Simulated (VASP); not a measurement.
Crystal: B18AsN17 (a cell with a defect).

```xyz
36
Lattice="7.4947 0.0000 0.0000 -3.7474 6.4906 0.0000 0.0000 0.0000 6.6357" Properties=species:S:1:pos:R:3 pbc="T T T"
B     0.0000    1.4424    1.6589
B    -1.2476    3.6051    1.6589
B    -2.4982    5.7711    1.6589
B     2.4968    1.4414    1.6589
B     1.2476    3.6051    1.6589
B     0.0000    5.7694    1.6589
B     4.9979    1.4414    1.6589
B     3.7474    3.6059    1.6589
B     2.4982    5.7711    1.6589
B     1.4932    0.5803    4.9768
B     0.0000    3.1666    4.9768
B    -1.2445    5.0509    4.9768
B     3.7474    0.7158    4.9768
B     2.5114    2.8923    4.9768
B     1.2445    5.0509    4.9768
B     6.0015    0.5803    4.9768
B     4.9834    2.8923    4.9768
B     3.7474    5.0331    4.9768
As    0.0000    1.4424    4.9768
N    -1.2973    3.6682    4.9768
N    -2.4684    5.6966    4.9768
N     2.5763    1.4530    4.9768
N     1.2973    3.6682    4.9768
N     0.0000    5.7694    4.9768
N     4.9185    1.4530    4.9768
N     3.7474    3.6059    4.9768
N     2.4684    5.6966    4.9768
N     1.2511    0.7201    1.6589
N     0.0000    2.8870    1.6589
N    -1.2490    5.0483    1.6589
N     3.7474    0.7210    1.6589
N     2.4982    2.8847    1.6589
N     1.2490    5.0483    1.6589
N     6.2437    0.7201    1.6589
N     4.9965    2.8847    1.6589
N     3.7474    5.0483    1.6589
```

Base run:

| Item | Value |
| --- | --- |
| Program | VASP 6.6.1 |
| Functional | r2SCAN |
| Potentials or basis | VASP PAW PBE potentials, release 64 (B, As, N) |
| Cutoff | 520 eV |
| k mesh | 3 × 3 × 3 |
| Occupations | fermi-dirac, width 0.01 eV |
| Spin | no spin polarisation |

Its results: band gap on the k mesh 3.26 eV, direct; pressure 17.7 GPa; largest force 0.149 eV/Å.

**Question.** The run is repeated on the same cell with these changes: functional from r2SCAN to PBE; further incar settings from LREAL = Auto; ALGO = Normal; EDIFF = 1e-08; NBANDS = 96 to LREAL = Auto; ALGO = Fast; EDIFF = 1e-07; NBANDS = 96. What comes out?

**Answer.** Band gap on the k mesh 2.77 eV, direct; pressure 21.0 GPa; largest force 0.246 eV/Å.

Caveats: so large a pressure means that the cell lies far from this level's equilibrium, or that cutoff or potentials fall short; the potentials were made for another functional, which shifts forces and pressure (some runs).

A k mesh can miss the band edges.
